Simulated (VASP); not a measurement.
Set up this calculation in VASP 6.6.1, as the native input.

```
Task                   : band structure
Functional             : RPBE
Potentials or basis    : VASP PAW PBE potentials, release 64 (W_sv)
Cutoff                 : 520 eV
k mesh                 : 16 × 16 × 16
Occupations            : methfessel-paxton, width 0.1 eV
Spin                   : no spin polarisation
Further INCAR settings : ALGO = Normal; EDIFF = 1e-06; NBANDS = 13
```

The structure of W lies in POSCAR:

```
W                                       
1.0
   -1.5990475845      1.5990475845      1.5990475845
    1.5990475845     -1.5990475845      1.5990475845
    1.5990475845      1.5990475845     -1.5990475845
  W             
     1
Direct
     0.0000000000000000    0.0000000000000000    0.0000000000000000
```

One way to write it, as run:

INCAR

```
SYSTEM = W
ALGO = Normal
EDIFF = 1E-6
ENCUT = 520
GGA = RP
ICORELEVEL = 1
ISIF = 2
ISMEAR = 1
LASPH = .True.
LCHARG = .False.
LMAXMIX = 4
LREAL = .False.
LWAVE = .False.
NBANDS = 13
NELM = 80
PREC = Accurate
SIGMA = 0.1
```

KPOINTS

```
k-points
0
Gamma
  16 16 16
  0 0 0
```

KPOINTS_OPT

```
explicit points
124
Reciprocal
 0.0000000000  0.0000000000  0.0000000000 1
 0.0263157895 -0.0263157895  0.0263157895 1
 0.0526315789 -0.0526315789  0.0526315789 1
 0.0789473684 -0.0789473684  0.0789473684 1
 0.1052631579 -0.1052631579  0.1052631579 1
 0.1315789474 -0.1315789474  0.1315789474 1
 0.1578947368 -0.1578947368  0.1578947368 1
 0.1842105263 -0.1842105263  0.1842105263 1
 0.2105263158 -0.2105263158  0.2105263158 1
 0.2368421053 -0.2368421053  0.2368421053 1
 0.2631578947 -0.2631578947  0.2631578947 1
 0.2894736842 -0.2894736842  0.2894736842 1
 0.3157894737 -0.3157894737  0.3157894737 1
 0.3421052632 -0.3421052632  0.3421052632 1
 0.3684210526 -0.3684210526  0.3684210526 1
 0.3947368421 -0.3947368421  0.3947368421 1
 0.4210526316 -0.4210526316  0.4210526316 1
 0.4473684211 -0.4473684211  0.4473684211 1
 0.4736842105 -0.4736842105  0.4736842105 1
 0.5000000000 -0.5000000000  0.5000000000 1
 0.5000000000 -0.5000000000  0.5000000000 1
 0.4736842105 -0.4736842105  0.5000000000 1
 0.4473684211 -0.4473684211  0.5000000000 1
 0.4210526316 -0.4210526316  0.5000000000 1
 0.3947368421 -0.3947368421  0.5000000000 1
 0.3684210526 -0.3684210526  0.5000000000 1
 0.3421052632 -0.3421052632  0.5000000000 1
 0.3157894737 -0.3157894737  0.5000000000 1
 0.2894736842 -0.2894736842  0.5000000000 1
 0.2631578947 -0.2631578947  0.5000000000 1
 0.2368421053 -0.2368421053  0.5000000000 1
 0.2105263158 -0.2105263158  0.5000000000 1
 0.1842105263 -0.1842105263  0.5000000000 1
 0.1578947368 -0.1578947368  0.5000000000 1
 0.1315789474 -0.1315789474  0.5000000000 1
 0.1052631579 -0.1052631579  0.5000000000 1
 0.0789473684 -0.0789473684  0.5000000000 1
 0.0526315789 -0.0526315789  0.5000000000 1
 0.0263157895 -0.0263157895  0.5000000000 1
 0.0000000000  0.0000000000  0.5000000000 1
 0.0000000000  0.0000000000  0.5000000000 1
 0.0000000000  0.0000000000  0.4736842105 1
 0.0000000000  0.0000000000  0.4473684211 1
 0.0000000000  0.0000000000  0.4210526316 1
 0.0000000000  0.0000000000  0.3947368421 1
 0.0000000000  0.0000000000  0.3684210526 1
 0.0000000000  0.0000000000  0.3421052632 1
 0.0000000000  0.0000000000  0.3157894737 1
 0.0000000000  0.0000000000  0.2894736842 1
 0.0000000000  0.0000000000  0.2631578947 1
 0.0000000000  0.0000000000  0.2368421053 1
 0.0000000000  0.0000000000  0.2105263158 1
 0.0000000000  0.0000000000  0.1842105263 1
 0.0000000000  0.0000000000  0.1578947368 1
 0.0000000000  0.0000000000  0.1315789474 1
 0.0000000000  0.0000000000  0.1052631579 1
 0.0000000000  0.0000000000  0.0789473684 1
 0.0000000000  0.0000000000  0.0526315789 1
 0.0000000000  0.0000000000  0.0263157895 1
 0.0000000000  0.0000000000  0.0000000000 1
 0.0000000000  0.0000000000  0.0000000000 1
 0.0131578947  0.0131578947  0.0131578947 1
 0.0263157895  0.0263157895  0.0263157895 1
 0.0394736842  0.0394736842  0.0394736842 1
 0.0526315789  0.0526315789  0.0526315789 1
 0.0657894737  0.0657894737  0.0657894737 1
 0.0789473684  0.0789473684  0.0789473684 1
 0.0921052632  0.0921052632  0.0921052632 1
 0.1052631579  0.1052631579  0.1052631579 1
 0.1184210526  0.1184210526  0.1184210526 1
 0.1315789474  0.1315789474  0.1315789474 1
 0.1447368421  0.1447368421  0.1447368421 1
 0.1578947368  0.1578947368  0.1578947368 1
 0.1710526316  0.1710526316  0.1710526316 1
 0.1842105263  0.1842105263  0.1842105263 1
 0.1973684211  0.1973684211  0.1973684211 1
 0.2105263158  0.2105263158  0.2105263158 1
 0.2236842105  0.2236842105  0.2236842105 1
 0.2368421053  0.2368421053  0.2368421053 1
 0.2500000000  0.2500000000  0.2500000000 1
 0.2500000000  0.2500000000  0.2500000000 1
 0.2631578947  0.2105263158  0.2631578947 1
 0.2763157895  0.1710526316  0.2763157895 1
 0.2894736842  0.1315789474  0.2894736842 1
 0.3026315789  0.0921052632  0.3026315789 1
 0.3157894737  0.0526315789  0.3157894737 1
 0.3289473684  0.0131578947  0.3289473684 1
 0.3421052632 -0.0263157895  0.3421052632 1
 0.3552631579 -0.0657894737  0.3552631579 1
 0.3684210526 -0.1052631579  0.3684210526 1
 0.3815789474 -0.1447368421  0.3815789474 1
 0.3947368421 -0.1842105263  0.3947368421 1
 0.4078947368 -0.2236842105  0.4078947368 1
 0.4210526316 -0.2631578947  0.4210526316 1
 0.4342105263 -0.3026315789  0.4342105263 1
 0.4473684211 -0.3421052632  0.4473684211 1
 0.4605263158 -0.3815789474  0.4605263158 1
 0.4736842105 -0.4210526316  0.4736842105 1
 0.4868421053 -0.4605263158  0.4868421053 1
 0.5000000000 -0.5000000000  0.5000000000 1
 0.2500000000  0.2500000000  0.2500000000 1
 0.2368421053  0.2368421053  0.2631578947 1
 0.2236842105  0.2236842105  0.2763157895 1
 0.2105263158  0.2105263158  0.2894736842 1
 0.1973684211  0.1973684211  0.3026315789 1
 0.1842105263  0.1842105263  0.3157894737 1
 0.1710526316  0.1710526316  0.3289473684 1
 0.1578947368  0.1578947368  0.3421052632 1
 0.1447368421  0.1447368421  0.3552631579 1
 0.1315789474  0.1315789474  0.3684210526 1
 0.1184210526  0.1184210526  0.3815789474 1
 0.1052631579  0.1052631579  0.3947368421 1
 0.0921052632  0.0921052632  0.4078947368 1
 0.0789473684  0.0789473684  0.4210526316 1
 0.0657894737  0.0657894737  0.4342105263 1
 0.0526315789  0.0526315789  0.4473684211 1
 0.0394736842  0.0394736842  0.4605263158 1
 0.0263157895  0.0263157895  0.4736842105 1
 0.0131578947  0.0131578947  0.4868421053 1
 0.0000000000  0.0000000000  0.5000000000 1
 0.0000000000  0.0000000000  0.0000000000 1
 0.5000000000 -0.5000000000  0.5000000000 1
 0.2500000000  0.2500000000  0.2500000000 1
 0.0000000000  0.0000000000  0.5000000000 1
```

Potentials or basis: VASP PAW PBE potentials, release 64 (W_sv).

The run is started by

```bash
$ cat potpaw_PBE.64/W_sv/POTCAR > POTCAR
$ mpirun -np 1 vasp_std > vasp.out
```

It gave:

| Property | Result |
| --- | --- |
| Pressure | -0.1 GPa |
| Band gap along the path | none (metal or under the smearing width) |

Caveat: the PAW data sets were made with another functional, which shifts forces and pressure a little; spin-orbit coupling is left out, which moves the levels of the heavy elements.

Run time: 24 s on 1 thread of AMD EPYC 9R45 (Zen 5), with other jobs on the host, peak memory 0.13 GiB.
